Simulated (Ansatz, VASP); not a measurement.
# SiC (Moissanite) in two plane-wave programs

One calculation is typed for both programs; each brings its own data sets. How far apart do they land? The cell is taken from a series of runs on this material, whose earlier steps may have relaxed, scaled, displaced or heated it; both programs get it as it stands.

Main program and level: Ansatz 0.2.0; plane waves, with VASP 6.6.1 beside it; zone-centre phonons at LDA.

### Step 1. Set-up

It takes space group P6_3mc (No. 186, hexagonal). The conventional cell has a = 3.056 Å, b = 3.056 Å, c = 5.016 Å, α = 90.00°, β = 90.00°, γ = 120.00°. Nearest to C lie 4 Si at 1.87 to 1.88 Å. Nearest to Si lie 4 C at 1.87 to 1.88 Å. Farther neighbours are not listed.

### Step 2. Ansatz: zone-centre phonons, LDA

Ansatz runs on its PAW soft_1 files.

Second derivatives magnify differences that forces hide, and they need a tight electronic threshold.

Contents of input.yaml:

```yaml
crystal:
  lattice:
    - [3.0564320001, 0.0, 0.0]
    - [-1.528216, 2.646947757, 0.0]
    - [0.0, 0.0, 5.0159470803]
  atoms:
    - { symbol: C, position: [0.3333333333, 0.6666666667, 0.3799454743] }
    - { symbol: C, position: [0.6666666667, 0.3333333333, 0.8799454743] }
    - { symbol: Si, position: [0.3333333333, 0.6666666667, 0.0050545257] }
    - { symbol: Si, position: [0.6666666667, 0.3333333333, 0.5050545257] }
total_charge: -0.04058
kpoints:
  mp_grid: { grid: [21, 21, 12] }
hamiltonian:
  xc: lda
  pseudopotentials: { kind: paw, azcp: { folder: soft_1 }, xc_functional: pbe }
scf:
  occupations: { method: fermi_dirac, width: 0.03 }
output:
  eigenvalues: true
phonons:
  method: dfpt
```

On the command line:

```
> ansatz run input.yaml --threads 8 --pin off --max-ram 16384MiB --backend cpu --events-out ev --progress --plain --runs-dir out
```

Numbers of over 12 decimals in the logs are rounded to 6 here.

Output:

```text
Engine: ansatz 0.2.0, aarch64-unknown-linux-gnu
Pseudopotentials: kind: paw
Pseudopotential: C, paw, valence charge 4, recommended cutoff 420 eV (normal), soft_1/C.paw.azcp
Pseudopotential: Si, paw, valence charge 4, recommended cutoff 420 eV (normal), soft_1/Si.paw.azcp
Functional definition: SPW92
  exchange = slater_x
  correlation = pw_c
Crystal: 4 atoms, lattice volume = 40.580 Å³
Basis set: ecut = 420 eV, 785 PW (Γ), exchange–correlation on 48×48×72 points (8 copies of the dense FFT grid, shifted against one another)
Bands: 13, of which v1, the nominal top of the filled ones, is band 8 counted from 1 (7 counted from 0)
Symmetry: 12 space group operations
k-points: 1397 of 5292 (irreducible under 2 space group operations, time reversal used)
Non-local potential: C, projectors of the file, l = 0: 2, l = 1: 2, l = 2: 1
Non-local potential: Si, projectors of the file, l = 0: 2, l = 1: 2, l = 2: 1
PAW form: soft (Blöchl's): semilocal exchange-correlation on the pseudo side does not see the compensation charge
PAW frozen core: C, regenerated for the run's functional, and the local potential with it (the file was generated under x = pbe(κ = 0.804, μ = 0.219515), c = pbe(β = 0.066725))
PAW frozen core: Si, regenerated for the run's functional, and the local potential with it (the file was generated under x = pbe(κ = 0.804, μ = 0.219515), c = pbe(β = 0.066725))
PAW one-centre angular grid: C, 110 points (default); XC on 64 Gauss nodes
PAW one-centre angular grid: Si, 110 points (default); XC on 64 Gauss nodes
Initial density: superposition of atomic densities (chi_scale 0.1, normalization cell, long waves kept (reshape's long-wave potential 0.00 eV rms))
Initial wavefunctions: pseudopotential atomic-orbital guess
Functional: x = slater, c = lda
SCF iter   1: F=—  HF=-1707.020055 eV  |F-HF|=—  |Δ(HF+E_count)|=         —  Δρ=1.40e-1  dr2=9.52e0  ethr=3.10e-3  ⟨swp⟩=6.0  Hψ=127919  notcnv=0
preconditioner: auto → none  [metal: Δε(μ)=0.037 eV  Ē_g=13.373 eV  σ=0.030 eV  W_gap=0.29  n_scr=2 (ndim 8)  ℏωp=23.3 eV  f_vac=0.000  D(μ)=0.25/eV (n_scr^D=0)  sad-step TF]
SCF iter   2: F=—  HF=-1704.359833 eV  |F-HF|=—  |Δ(HF+E_count)|=    2.66e0  Δρ=5.53e-2  dr2=1.35e0  ethr=3.10e-3  ⟨swp⟩=3.0  Hψ=52139  notcnv=0  defer=828
SCF iter   3: F=—  HF=-1703.919132 eV  |F-HF|=—  |Δ(HF+E_count)|=   4.41e-1  Δρ=1.09e-2  dr2=3.64e-2  ethr=3.10e-3  ⟨swp⟩=2.2  Hψ=35347  notcnv=0  defer=828
SCF iter   4: F=—  HF=-1703.909948 eV  |F-HF|=—  |Δ(HF+E_count)|=   9.18e-3  Δρ=9.40e-4  dr2=1.93e-4  ethr=2.27e-4  ⟨swp⟩=2.5  Hψ=34938  notcnv=0  defer=893
SCF iter   5: F=—  HF=-1703.910005 eV  |F-HF|=—  |Δ(HF+E_count)|=   5.74e-5  Δρ=7.99e-5  dr2=1.01e-6  ethr=1.20e-6  ⟨swp⟩=2.4  Hψ=28615  notcnv=0  defer=893
SCF iter   6: F=—  HF=-1703.910006 eV  |F-HF|=—  |Δ(HF+E_count)|=   4.83e-7  Δρ=6.04e-6  dr2=1.54e-8  ethr=6.32e-9  ⟨swp⟩=2.5  Hψ=29017  notcnv=0  defer=893
SCF iter   7: F=—  HF=-1703.910006 eV  |F-HF|=—  |Δ(HF+E_count)|=   5.44e-9  Δρ=7.97e-7  dr2=2.16e-10  ethr=9.60e-11  ⟨swp⟩=2.0  Hψ=26872  notcnv=0  defer=893
SCF iter   8: F=-1703.910006 eV  HF=-1703.910006 eV  |F-HF|=4.55e-13  |Δ(HF+E_count)|=  5.00e-11  Δρ=1.37e-7  dr2=4.87e-12  ethr=1.00e-12  ⟨swp⟩=10.9  Hψ=109540  notcnv=0
SCF 1 converged in 8 iterations: F = -1703.910006 eV  dr2 = 4.87e-12
  greatest PAW one-centre occupation: 0.642 electrons in one spin orbital (limit 2), on the C atom at site 1 (counted from 0), in its partial waves of l = 0
DFPT response loops at Γ: preconditioner auto → Kerker (q_TF=auto, 2.337 Å⁻¹) (partly filled bands, converged f_vac=0.000); β = 1.00, the filter's whole step (`scf.mixing.beta` (0.50) is not read by the response loops under this deck's `scf.mixing.preconditioner`; to damp them name `kerker` or `kerker_dos`, under which they read `scf.mixing.beta`, and type it under 1.00, their step now; both keys bind the ground state too); Broyden in place of MSR1
SCF converged after 8 iterations
Free energy (F): -1703.910006 eV
Harris-Foulkes:  -1703.910006 eV  (|F-HF|=4.55e-13)
Internal energy: -1703.909629 eV  (E = F + TS)
E sigma→0 (E₀):  -1703.909817 eV
Entropy (-TS):   -0.000377 eV (-0.094 meV/atom)
Fermi energy:    12.318631 eV
--- Per-component energies (eV) ---
  E_band       = 57.542919
  E_kinetic    = 269.442588
  E_local      = -193.210179  (includes V_loc(G=0)·N_el)
  E_nonlocal   = 94.827047
  E_hartree    = 63.469122
  E_xc         = -210.913399
  E_vxc        = -218.889067  (∫ρ·V_xc dr)
  E_paw        = -1155.329312  (= ΣΔE_a)
  E_vpaw       = -21.565787  (= ΣTr[D̂ρ^β])
  E_aug_tail   = 0.000095  (compensation charges beyond the density's cutoff)
  E_ewald      = -572.489917
  E_core_change = 0.294327  (= ΣΔE_core)
  E_smearing   = -0.000377  (= −TS)
  E_closure    = -0.000000  (closes the sum)
  E_deformation_potential = -0.747423  (in the stress; not in F)
  Σ components = -1703.910006   (vs F -1703.910006, Δ=0.00e0)
--- Band table (eV; the first three rows and the last of 1397) ---
  k-point 0: bands = [... 4 lower, 8.3069, 9.4891, 9.6363, 9.6363, 14.5413, 16.0287, 16.3016, 16.3016, ... 1 higher]
  k-point 1: bands = [... 4 lower, 8.3263, 9.2945, 9.6098, 9.6098, 14.5724, 16.1693, 16.3110, 16.3110, ... 1 higher]
  k-point 2: bands = [... 4 lower, 8.3836, 8.7633, 9.5327, 9.5327, 14.6652, 16.3456, 16.3456, 16.5397, ... 1 higher]
  k-point 1396: bands = [... 4 lower, 5.1573, 5.1573, 7.4550, 7.4550, 14.4673, 14.4673, 16.6302, 16.6302, ... 1 higher]
--- Phonons (Γ-DFPT): 4 representative perturbations + reference, on 1397 of 5292 k-points (Σ response iterations 12) ---
  k mesh reduced under 2 symmetry operations, with k and −k counted as one. Each operation leaves every solved perturbation unchanged. A smaller set is not used because it would not reduce the number of displacements times k-points to solve
  ASR residual: 4.763e-5 → 0.000e0 eV/Å²; symmetrization residual: 2.335e-6 eV/Å²
  ASR residual per site (eV/Å²): 2.99e-5 2.99e-5 4.76e-5 4.76e-5
  Γ frequencies (cm⁻¹): 0.00 0.00 0.00 253.86 253.86 602.39 761.49 761.49 772.90 795.39 795.39 841.68
  non-analytic LO–TO correction: not included (Born effective charges unavailable; polar crystals: no LO–TO splitting at Γ)
```

Reading the cycles: dr2 is the Hartree energy of the density residual (eV), the measure of convergence; HF is the Harris–Foulkes estimate of the energy, which meets the free energy F at convergence.

(Continued in part 2 of 2.)

[Lines on the potential files, build, host, timing and source positions are cut from VASP's logs without a mark.]

[Logs are printed without paths, hosts, clocks, repeated set-up lines and the standing remarks that a program may print on its own settings, such as how far it seeks lower states.]

[Hosts, paths, dates, database ids (printed as entryN), source tags and the programs' standing remarks are cut or masked in the printed files.]
